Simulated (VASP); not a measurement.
These are PBEsol GGA, VASP's PBE PAW potentials (set 64) (plane waves; VASP) values and carry that method's errors.

VASP input:

**INCAR**
```
# general
SYSTEM   =  RuAl
PREC     =  Accurate
ENCUT    =  500
LREAL    =  F
LASPH    =  T

# electronic loop
EDIFF    =  1E-6
NELM     =  100
ALGO     =  Normal
LMAXMIX  =  4

# smearing
ISMEAR   =  1
SIGMA    =  0.1

# functional
GGA      =  PS

# ions
IBRION   =  2
NSW      =  40
ISIF     =  3
EDIFFG   =  -0.02
PSTRESS  =  100

# output
LWAVE    =  F
LCHARG   =  F
```

POSCAR:
```
RuAl
1.0
  2.9353348654   0.0000000000   0.0000000000
  0.0000000000   2.9353348654   0.0000000000
  0.0000000000   0.0000000000   2.9353348654
Al Ru
1 1
Cartesian
  1.4676674327   1.4676674327   1.4676674327
  0.0000000000   0.0000000000   0.0000000000
```

### KPOINTS
```
Automatic
0
gamma
  12 12 12
0 0 0
```

POTCAR, in this order: Al Ru_pv (PBE.64 set). Program: vasp_std.

The resulting files:

### OSZICAR
```
       N       E                     dE             d eps       ncg     rms          rms(c)
DAV:   1     0.108048815222E+03    0.10805E+03   -0.92393E+03  2032   0.129E+03
DAV:   2    -0.140619695828E+02   -0.12211E+03   -0.11759E+03  2208   0.345E+02
DAV:   3    -0.162776252692E+02   -0.22157E+01   -0.21844E+01  2372   0.478E+01
DAV:   4    -0.163005133084E+02   -0.22888E-01   -0.22879E-01  2344   0.475E+00
DAV:   5    -0.163010829218E+02   -0.56961E-03   -0.56960E-03  2440   0.664E-01    0.149E+01
DAV:   6    -0.155847221268E+02    0.71636E+00   -0.40467E+00  2148   0.234E+01    0.258E+00
DAV:   7    -0.155139315531E+02    0.70791E-01   -0.26862E-01  2136   0.631E+00    0.240E+00
DAV:   8    -0.154945551529E+02    0.19376E-01   -0.17829E-02  2228   0.122E+00    0.239E-01
DAV:   9    -0.154943903691E+02    0.16478E-03   -0.29092E-04  2388   0.147E-01    0.155E-01
DAV:  10    -0.154943844458E+02    0.59233E-05   -0.25783E-05  2592   0.652E-02    0.156E-02
DAV:  11    -0.154943829891E+02    0.14567E-05   -0.20921E-06  1608   0.201E-02    0.805E-03
DAV:  12    -0.154943825977E+02    0.39145E-06   -0.93825E-08  1112   0.408E-03
   1 F= -.13915818E+02 E0= -.13915688E+02  d E =-.139158E+02
```

### OUTCAR
```
------------------------ aborting loop because EDIFF is reached ----------------------------------------
  FORCE on cell =-STRESS in cart. coord.  units (eV):
  Direction    XX          YY          ZZ          XY          YZ          ZX
  --------------------------------------------------------------------------------------
  Total        1.5688932      1.5688932      1.5688932     -0.0000000      0.0000000     -0.0000000
  in kB       99.3873282     99.3873282     99.3873282     -0.0000000      0.0000000     -0.0000000
  external PRESSURE =      -0.6126718 kB  Pullay stress =     100.0000000 kB
  volume of cell :       25.29
      direct lattice vectors                 reciprocal lattice vectors
     2.935334865  0.000000000  0.000000000     0.340676633  0.000000000  0.000000000
     0.000000000  2.935334865  0.000000000     0.000000000  0.340676633  0.000000000
     0.000000000  0.000000000  2.935334865     0.000000000  0.000000000  0.340676633
 POSITION                                       TOTAL-FORCE (eV/Angst)
 -----------------------------------------------------------------------------------
      1.46767      1.46767      1.46767         0.000000      0.000000      0.000000
      0.00000      0.00000      0.00000         0.000000      0.000000      0.000000
 -----------------------------------------------------------------------------------
    total drift:                               -0.000000      0.000000      0.000000
  FREE ENERGIE OF THE ION-ELECTRON SYSTEM (eV)
  ---------------------------------------------------
  free  energy   TOTEN  =       -15.4943825977 eV

  energy  without entropy=      -15.4939918799  energy(sigma->0) =      -15.49425236
  enthalpy is  TOTEN    =       -13.9158179340 eV   P V=        1.5785646636

 reached required accuracy - stopping structural energy minimisation
```
(Selected blocks of OUTCAR.)

OUTCAR:
```
 val. band max:       11.4198821140   @ k =   0.0833   0.0833   0.0000

 cond. band min:      11.4364509377   @ k =   0.2500   0.0833   0.0833


 Fermi energy:        11.4214526948

 k-point     1 :       0.0000    0.0000    0.0000
  band No.  band energies     occupation
      1     -30.3072      2.00000
      2     -30.3072      2.00000
      3     -30.3072      2.00000
      4       1.3989      2.00000
      5       7.5089      2.00000
      6       7.5089      2.00000
      7      11.6294     -0.01228
      8      11.6294     -0.01228
      9      11.6294     -0.01228
     10      17.7744      0.00000
     11      17.7744      0.00000
     12      17.7744      0.00000

 k-point     2 :       0.0833    0.0000    0.0000
  band No.  band energies     occupation
      1     -30.3250      2.00000
      2     -30.3057      2.00000
      3     -30.3057      2.00000
      4       1.5395      2.00000
      5       7.5594      2.00000
      6       7.5638      2.00000
      7      11.4485      0.56071
      8      11.4485      0.56070
      9      11.6475     -0.00631
     10      17.1329      0.00000
     11      18.0566      0.00000
     12      18.0566      0.00000

 k-point     3 :       0.1667    0.0000    0.0000
  band No.  band energies     occupation
      1     -30.3733      2.00000
      2     -30.3017      2.00000
      3     -30.3017      2.00000
      4       1.9512      2.00000
      5       7.6758      2.00000
      6       7.7020      2.00000
      7      11.0121      2.00000
      8      11.0121      2.00000
      9      11.6975     -0.00067
     10      15.8787      0.00000
     11      18.7967      0.00000
     12      18.7967      0.00000

 k-point     4 :       0.2500    0.0000    0.0000
  band No.  band energies     occupation
      1     -30.4389      2.00000
      2     -30.2961      2.00000
      3     -30.2961      2.00000
      4       2.6060      2.00000
      5       7.6792      2.00000
      6       7.9094      2.00000
...
```

The compound is RuAl in the CsCl type structure. It was relaxed first under an external pressure of 10 GPa. The electron count is odd and the run is not spin-polarised, which forces a metal.
